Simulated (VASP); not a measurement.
Level of theory: PBEsol GGA, VASP's PBE PAW potentials (set 64) (plane waves; VASP 6.6.1).

Input for VASP

### INCAR
```
SYSTEM = PdSb
PREC = Accurate
ENCUT = 400
EDIFF = 1E-6
NELM = 100
ALGO = Normal
LREAL = .FALSE.
LASPH = .TRUE.
ISMEAR = 1
SIGMA = 0.1
GGA = PS
LMAXMIX = 4
LWAVE = .FALSE.
LCHARG = .FALSE.
IBRION = 2
ISIF = 3
NSW = 60
EDIFFG = -0.02
```

### KPOINTS
```
Automatic mesh
0
G
 10 10 3
```

POSCAR:
```
PdSb
1.0
  3.3475472322   0.0000000000   0.0000000000
 -1.6737736161   2.8990608864   0.0000000000
  0.0000000000   0.0000000000   8.8199216171
Pd Sb
2 2
direct
  0.3333330000   0.6666670000   0.0377053307
  0.6666670000   0.3333330000   0.5377053307
  0.3333330000   0.6666670000   0.3372946693
  0.6666670000   0.3333330000   0.8372946693
```

POTCAR, in this order: Pd Sb (PBE.64 set). Program: vasp_std.

The resulting files:

File OSZICAR:
```
       N       E                     dE             d eps       ncg     rms          rms(c)
DAV:   1     0.143868588387E+03    0.14387E+03   -0.11099E+04  1064   0.112E+03
DAV:   2    -0.145023933400E+02   -0.15837E+03   -0.15182E+03  1202   0.240E+02
DAV:   3    -0.220356487961E+02   -0.75333E+01   -0.71086E+01  1316   0.526E+01
DAV:   4    -0.221661188093E+02   -0.13047E+00   -0.13018E+00  1174   0.688E+00
DAV:   5    -0.221682238446E+02   -0.21050E-02   -0.21045E-02  1203   0.100E+00    0.915E+00
DAV:   6    -0.218022445546E+02    0.36598E+00   -0.17766E+00  1088   0.124E+01    0.434E+00
DAV:   7    -0.217055327699E+02    0.96712E-01   -0.46305E-01  1091   0.664E+00    0.284E+00
DAV:   8    -0.216718761998E+02    0.33657E-01   -0.15344E-01  1117   0.342E+00    0.273E-01
DAV:   9    -0.216707082110E+02    0.11680E-02   -0.63507E-03  1112   0.532E-01    0.190E-01
DAV:  10    -0.216703211200E+02    0.38709E-03   -0.20560E-03  1167   0.347E-01    0.292E-02
DAV:  11    -0.216703162220E+02    0.48980E-05   -0.13455E-04  1134   0.914E-02    0.140E-02
DAV:  12    -0.216703161980E+02    0.23946E-07   -0.68302E-06  1242   0.239E-02
   1 F= -.21670316E+02 E0= -.21669447E+02  d E =-.216703E+02
       N       E                     dE             d eps       ncg     rms          rms(c)
DAV:   1    -0.216726455633E+02   -0.23293E-02   -0.17273E-01  1064   0.283E+00    0.310E-01
DAV:   2    -0.216712951454E+02    0.13504E-02   -0.16829E-02  1076   0.124E+00    0.138E-01
DAV:   3    -0.216709164091E+02    0.37874E-03   -0.16594E-03  1097   0.417E-01    0.507E-02
DAV:   4    -0.216708874208E+02    0.28988E-04   -0.17797E-04  1105   0.722E-02    0.218E-02
DAV:   5    -0.216708832535E+02    0.41673E-05   -0.20352E-05  1181   0.390E-02    0.147E-02
DAV:   6    -0.216708843417E+02   -0.10882E-05   -0.47075E-06  1085   0.162E-02    0.392E-03
DAV:   7    -0.216708841702E+02    0.17150E-06   -0.32195E-07   556   0.492E-03
   2 F= -.21670884E+02 E0= -.21669980E+02  d E =-.567972E-03
       N       E                     dE             d eps       ncg     rms          rms(c)
DAV:   1    -0.216708909172E+02   -0.65755E-05   -0.50525E-04  1064   0.154E-01    0.167E-02
DAV:   2    -0.216708866302E+02    0.42870E-05   -0.49880E-05  1082   0.678E-02    0.767E-03
DAV:   3    -0.216708856879E+02    0.94227E-06   -0.49185E-06  1043   0.227E-02
   3 F= -.21670886E+02 E0= -.21669981E+02  d E =-.569490E-03
       N       E                     dE             d eps       ncg     rms          rms(c)
DAV:   1    -0.216715643528E+02   -0.67772E-03   -0.49163E-02  1073   0.148E+00    0.109E-01
DAV:   2    -0.216712477570E+02    0.31660E-03   -0.10482E-03  1176   0.271E-01    0.569E-02
DAV:   3    -0.216711400137E+02    0.10774E-03   -0.24516E-04  1165   0.121E-01    0.210E-02
DAV:   4    -0.216711297901E+02    0.10224E-04   -0.49933E-05  1123   0.590E-02    0.118E-02
DAV:   5    -0.216711293076E+02    0.48242E-06   -0.46990E-06  1090   0.177E-02
   4 F= -.21671129E+02 E0= -.21670195E+02  d E =-.243620E-03
       N       E                     dE             d eps       ncg     rms          rms(c)
DAV:   1    -0.216715826675E+02   -0.45288E-03   -0.44181E-02  1073   0.140E+00    0.104E-01
DAV:   2    -0.216712952630E+02    0.28740E-03   -0.94133E-04  1176   0.257E-01    0.537E-02
DAV:   3    -0.216711976698E+02    0.97593E-04   -0.22239E-04  1162   0.115E-01    0.202E-02
DAV:   4    -0.216711884095E+02    0.92603E-05   -0.45101E-05  1131   0.560E-02    0.113E-02
DAV:   5    -0.216711879714E+02    0.43802E-06   -0.42417E-06  1065   0.167E-02
   5 F= -.21671188E+02 E0= -.21670237E+02  d E =-.302284E-03
       N       E                     dE             d eps       ncg     rms          rms(c)
DAV:   1    -0.216723931274E+02   -0.12047E-02   -0.27659E-02  1076   0.139E+00    0.217E-01
DAV:   2    -0.216715476711E+02    0.84546E-03   -0.69279E-03  1064   0.839E-01    0.102E-01
DAV:   3    -0.216713239175E+02    0.22375E-03   -0.73596E-04  1084   0.286E-01    0.344E-02
DAV:   4    -0.216712990330E+02    0.24885E-04   -0.15904E-04  1090   0.697E-02    0.133E-02
DAV:   5    -0.216712982188E+02    0.81414E-06   -0.12162E-05  1121   0.305E-02    0.116E-02
DAV:   6    -0.216712990287E+02   -0.80985E-06   -0.20849E-06   578   0.128E-02
   6 F= -.21671299E+02 E0= -.21670349E+02  d E =-.111057E-03
```

OUTCAR:
```
------------------------ aborting loop because EDIFF is reached ----------------------------------------
  FORCE on cell =-STRESS in cart. coord.  units (eV):
  Direction    XX          YY          ZZ          XY          YZ          ZX
  --------------------------------------------------------------------------------------
  Total       -0.0632181     -0.0632181     -0.0555473     -0.0000000      0.0000000      0.0000000
  in kB       -1.1887338     -1.1887337     -1.0444948     -0.0000000      0.0000000      0.0000000
  external PRESSURE =      -1.1406541 kB  Pullay stress =       0.0000000 kB
  volume of cell :       85.21
      direct lattice vectors                 reciprocal lattice vectors
     3.337294104  0.000000000  0.000000000     0.299643954  0.172999521 -0.000000000
    -1.668647052  2.890181418 -0.000000000    -0.000000000  0.345999041  0.000000000
     0.000000000 -0.000000000  8.833799753    -0.000000000  0.000000000  0.113201570
 POSITION                                       TOTAL-FORCE (eV/Angst)
 -----------------------------------------------------------------------------------
     -0.00000      1.92679      0.34001        -0.000000      0.000000     -0.008909
      1.66865      0.96339      4.75691         0.000000     -0.000000     -0.008909
     -0.00000      1.92679      2.97266        -0.000000      0.000000      0.008909
      1.66865      0.96339      7.38956         0.000000     -0.000000      0.008909
 -----------------------------------------------------------------------------------
    total drift:                               -0.000753      0.000435      0.001738
  FREE ENERGIE OF THE ION-ELECTRON SYSTEM (eV)
  ---------------------------------------------------
  free  energy   TOTEN  =       -21.6712990287 eV

  energy  without entropy=      -21.6684500151  energy(sigma->0) =      -21.67034936

 reached required accuracy - stopping structural energy minimisation
```
(Selected blocks of OUTCAR.)

CONTCAR:
```
PdSb
   1.00000000000000
     3.3372941043250504    0.0000000000000000    0.0000000000000000
    -1.6686470521625252    2.8901814177154845   -0.0000000000000000
     0.0000000000000000   -0.0000000000000000    8.8337997528417151
  Pd              Sb
     2     2
Direct
     0.3333330000000032    0.6666669999999968    0.0384900995857776
     0.6666669999999968    0.3333330000000032    0.5384900995857775
     0.3333330000000032    0.6666669999999968    0.3365099004142224
     0.6666669999999968    0.3333330000000032    0.8365099004142225
```

The structure was generated: PdSb was put into the wurtzite type (P6_3mc), which need not be its known phase. This run relaxes it. Symmetry was kept, so distortions that lower it aren't found. The start is the result of an earlier pass.
